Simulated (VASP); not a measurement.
Output of a VASP run:

File OSZICAR:
```
...
   3 F= -.32936914E+03 E0= -.32933087E+03  d E =-.200003E+00  mag=     1.0000
       N       E                     dE             d eps       ncg     rms          rms(c)
DAV:   1    -0.329409284039E+03   -0.40150E-01   -0.78170E-01   680   0.165E+00    0.474E-01
RMM:   2    -0.329412694741E+03   -0.34107E-02   -0.42554E-02   652   0.452E-01    0.174E-01
RMM:   3    -0.329413027980E+03   -0.33324E-03   -0.72557E-03   664   0.207E-01    0.777E-02
RMM:   4    -0.329413153858E+03   -0.12588E-03   -0.14983E-03   682   0.945E-02    0.481E-02
RMM:   5    -0.329413189820E+03   -0.35962E-04   -0.29203E-04   710   0.417E-02    0.208E-02
RMM:   6    -0.329413200853E+03   -0.11033E-04   -0.69956E-05   583   0.191E-02    0.708E-03
RMM:   7    -0.329413203750E+03   -0.28977E-05   -0.17832E-05   408   0.940E-03
   4 F= -.32941320E+03 E0= -.32937849E+03  d E =-.440602E-01  mag=     1.0000
       N       E                     dE             d eps       ncg     rms          rms(c)
DAV:   1    -0.329420403897E+03   -0.72030E-02   -0.37257E-01   696   0.114E+00    0.324E-01
RMM:   2    -0.329422077261E+03   -0.16734E-02   -0.20425E-02   652   0.313E-01    0.119E-01
RMM:   3    -0.329422240409E+03   -0.16315E-03   -0.34274E-03   664   0.143E-01    0.533E-02
RMM:   4    -0.329422290403E+03   -0.49993E-04   -0.69184E-04   695   0.646E-02    0.330E-02
RMM:   5    -0.329422301554E+03   -0.11151E-04   -0.11882E-04   647   0.272E-02    0.134E-02
RMM:   6    -0.329422305024E+03   -0.34708E-05   -0.28685E-05   441   0.128E-02
   5 F= -.32942231E+03 E0= -.32938950E+03  d E =-.531614E-01  mag=     1.0000
       N       E                     dE             d eps       ncg     rms          rms(c)
DAV:   1    -0.329433007272E+03   -0.10706E-01   -0.27786E-01   744   0.992E-01    0.268E-01
RMM:   2    -0.329434172041E+03   -0.11648E-02   -0.14933E-02   652   0.274E-01    0.102E-01
RMM:   3    -0.329434275903E+03   -0.10386E-03   -0.27426E-03   661   0.128E-01    0.451E-02
RMM:   4    -0.329434325988E+03   -0.50085E-04   -0.58727E-04   689   0.587E-02    0.293E-02
RMM:   5    -0.329434338625E+03   -0.12637E-04   -0.11518E-04   673   0.259E-02    0.131E-02
RMM:   6    -0.329434342464E+03   -0.38396E-05   -0.26909E-05   434   0.119E-02
   6 F= -.32943434E+03 E0= -.32940325E+03  d E =-.120374E-01  mag=     1.0000
       N       E                     dE             d eps       ncg     rms          rms(c)
DAV:   1    -0.329435801085E+03   -0.14625E-02   -0.92743E-02   712   0.573E-01    0.155E-01
RMM:   2    -0.329436192046E+03   -0.39096E-03   -0.49969E-03   652   0.159E-01    0.582E-02
RMM:   3    -0.329436229016E+03   -0.36970E-04   -0.91600E-04   664   0.740E-02    0.262E-02
RMM:   4    -0.329436244572E+03   -0.15556E-04   -0.18786E-04   682   0.337E-02    0.167E-02
RMM:   5    -0.329436248451E+03   -0.38784E-05   -0.36679E-05   468   0.149E-02
   7 F= -.32943625E+03 E0= -.32940612E+03  d E =-.139434E-01  mag=     1.0000
       N       E                     dE             d eps       ncg     rms          rms(c)
DAV:   1    -0.329438038218E+03   -0.17936E-02   -0.60172E-02   712   0.471E-01    0.128E-01
RMM:   2    -0.329438329499E+03   -0.29128E-03   -0.34097E-03   652   0.130E-01    0.481E-02
RMM:   3    -0.329438360236E+03   -0.30737E-04   -0.65465E-04   660   0.618E-02    0.215E-02
RMM:   4    -0.329438374627E+03   -0.14391E-04   -0.15128E-04   673   0.295E-02    0.153E-02
RMM:   5    -0.329438378830E+03   -0.42024E-05   -0.30428E-05   436   0.134E-02
   8 F= -.32943838E+03 E0= -.32940934E+03  d E =-.213038E-02  mag=     1.0000
```

File OUTCAR:
```
------------------------ aborting loop because EDIFF is reached ----------------------------------------
  FORCE on cell =-STRESS in cart. coord.  units (eV):
  Direction    XX          YY          ZZ          XY          YZ          ZX
  --------------------------------------------------------------------------------------
  Total       23.9973104     24.7001169     24.3034264     -0.0067974     -0.0408943      0.1067064
  in kB       29.3879719     30.2486541     29.7628526     -0.0083244     -0.0500806      0.1306765
  external PRESSURE =      29.7998262 kB  Pullay stress =       0.0000000 kB
  volume of cell :     1308.29
      direct lattice vectors                 reciprocal lattice vectors
    10.937074700  0.000000000  0.000000000     0.091432127  0.000000000  0.000000000
     0.000000000 10.937074700  0.000000000     0.000000000  0.091432127  0.000000000
     0.000000000  0.000000000 10.937074700     0.000000000  0.000000000  0.091432127
 POSITION                                       TOTAL-FORCE (eV/Angst)
 -----------------------------------------------------------------------------------
      5.46234     10.93581     10.93452        -0.005322      0.001228      0.011037
      6.87034      1.33247      1.34090         0.008252     -0.009990     -0.000443
      8.21113      2.73581     10.93549         0.003557     -0.010407     -0.002739
      9.56552      4.10530      1.37808         0.000395     -0.003117      0.002160
      8.20891     10.93515      2.73751         0.004288     -0.002867     -0.011158
      9.56575      1.36609      4.09771        -0.004357      0.005503     -0.005067
     10.93331      0.00274     10.93599        -0.004226      0.004486      0.008422
      1.36477      1.36168      1.36624         0.010474     -0.007512      0.007305
      2.73103      2.72628      0.00456         0.002924     -0.004664      0.005227
      4.09516      4.10398      1.36771        -0.003590      0.006639      0.004215
      5.47084      5.47276      0.00880        -0.007747      0.007428     -0.006270
      6.83971      6.83202      1.36932         0.011482      0.008463      0.003911
      8.20240      8.19969      0.00121         0.003249      0.000894      0.006345
      9.56476      9.57456      1.36871        -0.000305     -0.001073      0.004691
      2.72222     10.93567      2.72203         0.019258      0.013405      0.008917
      4.09324      1.33797      4.09687        -0.001641      0.013505      0.007082
      5.50739      2.67949      2.70028         0.002017      0.015907     -0.011540
      6.85114      4.10856      4.10579        -0.003738     -0.010027     -0.017346
      8.19971      5.47551      2.72911         0.003243     -0.001808      0.000202
      9.56555      6.82390      4.09778         0.009854      0.001507      0.003212
      5.47341     10.93670      5.47737        -0.014835     -0.003362     -0.000310
      6.83974      1.35997      6.84039         0.001146      0.003569      0.005049
      8.20396      2.72540      5.47726         0.010394     -0.000930      0.007388
      9.56682      4.10501      6.83942        -0.005500      0.001662      0.005494
      8.20128      0.00343      8.19977         0.008024     -0.000151      0.003180
      9.56372      1.36091      9.56464         0.002576     -0.009179      0.005425
     10.92762      5.46642     10.93533        -0.005980      0.005219     -0.002422
      1.33733      6.86355      1.33919         0.002809      0.000168      0.009159
      2.74011      8.20362     10.93276        -0.004190      0.004823      0.007063
      4.09865      9.57236      1.37276        -0.013053      0.005853      0.012390
      0.00151      2.72679      2.73097        -0.010207     -0.003664     -0.003295
      1.36257      4.10223      4.10435         0.009972      0.009921     -0.018589
      2.68672      5.51826      2.69259         0.021311      0.001947     -0.011651
      4.09624      6.84646      4.09871         0.001761     -0.014705      0.000323
      5.47386      8.19865      2.72815        -0.012933     -0.002486      0.004242
      6.83893      9.57297      4.09800        -0.003739      0.006689      0.000363
     10.92928     10.93603      5.46560        -0.000484      0.002443      0.005387
      1.33849      1.33010      6.87368         0.002192     -0.000217      0.005176
      2.70280      2.68173      5.51935         0.003697      0.002635      0.005470
      4.10023      4.10979      6.86315        -0.014875     -0.009941     -0.013443
      5.51263      5.52167      5.52583        -0.010516      0.006233     -0.005600
      6.87777      6.87089      6.87838         0.005304     -0.000829      0.008022
      8.21534      8.20734      5.46413        -0.000282     -0.008199      0.019901
      9.56759      9.57804      6.84057        -0.006071     -0.013375      0.014541
      2.73937     10.93428      8.20907         0.001097      0.003785     -0.004867
      4.09811      1.36568      9.56793        -0.007868      0.003579     -0.005543
      5.47542      2.72440      8.20485        -0.005402      0.001415     -0.000783
      6.83708      4.10522      9.57169         0.002488     -0.000828     -0.013000
      8.21107      5.46613      8.21177         0.003548      0.009886     -0.004828
      9.56758      6.83379      9.56708        -0.007311      0.013917      0.000189
     10.92716      8.20335      2.73815        -0.011886      0.009457     -0.006938
      1.36957      9.57213      4.09932         0.006852      0.002097     -0.009706
      0.00100      5.47473      5.47777        -0.016186     -0.000242      0.001034
      1.36746      6.83525      6.84030         0.002885      0.000486      0.008430
      2.72927      8.20080      5.47716         0.014191     -0.006867     -0.004608
      4.09746      9.57313      6.84074         0.002411      0.006435     -0.002556
...
```
(Selected blocks of OUTCAR.)

**POSCAR**
```
LiSi64
1
   10.9370747000     0.0000000000     0.0000000000
    0.0000000000    10.9370747000     0.0000000000
   -0.0000000000    -0.0000000000    10.9370747000
Si Li
64 1
Direct
  0.5000000000   0.0000000000   0.0000000000
  0.6250000000   0.1250000000   0.1250000000
  0.7500000000   0.2500000000   0.0000000000
  0.8750000000   0.3750000000   0.1250000000
  0.7500000000   0.0000000000   0.2500000000
  0.8750000000   0.1250000000   0.3750000000
  0.0000000000   0.0000000000   0.0000000000
  0.1250000000   0.1250000000   0.1250000000
  0.2500000000   0.2500000000   0.0000000000
  0.3739660000   0.3734850000   0.1251220000
  0.5000000000   0.5000000000   0.0000000000
  0.6250000000   0.6250000000   0.1250000000
  0.7500000000   0.7500000000   0.0000000000
  0.8750000000   0.8750000000   0.1250000000
  0.2500000000   0.0000000000   0.2500000000
  0.3710950000   0.1206910000   0.3718000000
  0.4977640000   0.2460350000   0.2539330000
  0.6254290000   0.3793020000   0.3786580000
  0.7500000000   0.5000000000   0.2500000000
  0.8750000000   0.6250000000   0.3750000000
  0.5000000000   0.0000000000   0.5000000000
  0.6250000000   0.1250000000   0.6250000000
  0.7500000000   0.2500000000   0.5000000000
  0.8750000000   0.3750000000   0.6250000000
  0.7500000000   0.0000000000   0.7500000000
  0.8750000000   0.1250000000   0.8750000000
  0.0000000000   0.5000000000   0.0000000000
  0.1250000000   0.6250000000   0.1250000000
  0.2500000000   0.7500000000   0.0000000000
  0.3750000000   0.8750000000   0.1250000000
  0.0000000000   0.2500000000   0.2500000000
  0.1260830000   0.3728400000   0.3766090000
  0.2471390000   0.5020650000   0.2510820000
  0.3759740000   0.6267570000   0.3753710000
  0.5000000000   0.7500000000   0.2500000000
  0.6250000000   0.8750000000   0.3750000000
  0.0000000000   0.0000000000   0.5000000000
  0.1250000000   0.1250000000   0.6250000000
  0.2536560000   0.2492650000   0.5004800000
  0.3761170000   0.3793120000   0.6265250000
  0.4995110000   0.4974630000   0.5035510000
  0.6250000000   0.6250000000   0.6250000000
  0.7500000000   0.7500000000   0.5000000000
  0.8750000000   0.8750000000   0.6250000000
  0.2500000000   0.0000000000   0.7500000000
  0.3750000000   0.1250000000   0.8750000000
  0.5000000000   0.2500000000   0.7500000000
  0.6250000000   0.3750000000   0.8750000000
  0.7500000000   0.5000000000   0.7500000000
  0.8750000000   0.6250000000   0.8750000000
  0.0000000000   0.7500000000   0.2500000000
  0.1250000000   0.8750000000   0.3750000000
  0.0000000000   0.5000000000   0.5000000000
  0.1250000000   0.6250000000   0.6250000000
  0.2500000000   0.7500000000   0.5000000000
  0.3750000000   0.8750000000   0.6250000000
  0.0000000000   0.2500000000   0.7500000000
  0.1250000000   0.3750000000   0.8750000000
  0.2500000000   0.5000000000   0.7500000000
  0.3750000000   0.6250000000   0.8750000000
  0.5000000000   0.7500000000   0.7500000000
  0.6250000000   0.8750000000   0.8750000000
  0.0000000000   0.7500000000   0.7500000000
  0.1250000000   0.8750000000   0.8750000000
  0.3761270000   0.3775520000   0.3754030000
```

Problem. Reconstruct the remaining input files.

Solution. This is not unique; one that fits is the input of the run itself, PBE GGA, plane waves, VASP's PBE PAW potentials (set 64).

INCAR:
```
SYSTEM  =  LiSi64
PREC  =  Normal; ENCUT  =  400; LREAL  =  Auto
LASPH  =  T; ISYM  =  0; NELECT  =  259.0
EDIFF  =  1E-5; NELM  =  100; NELMIN  =  4
ALGO  =  Fast
ISMEAR  =  0; SIGMA  =  0.05
GGA  =  PE
ISPIN  =  2; MAGMOM  =  65*0.0154; NUPDOWN  =  1
IBRION  =  2; NSW  =  60; ISIF  =  2
EDIFFG  =  -0.03
LWAVE  =  F; LCHARG  =  F; LORBIT  =  10
```

File KPOINTS:
```
kpoints
0
G
 1 1 1
```

POTCAR, in this order: Si Li (PBE.64 set). Program: vasp_gam.

At this cut-off the stress carries a Pulay error, which pulls relaxed volumes low. The cell is charged, with a uniform compensating background. The supercell is sampled at Γ alone, which is coarse: total energies, pressure and levels can be off, energies of defects by several tenths of an eV.

The cell is a supercell with a defect, built from Si (diamond): Li_i, charge -2.
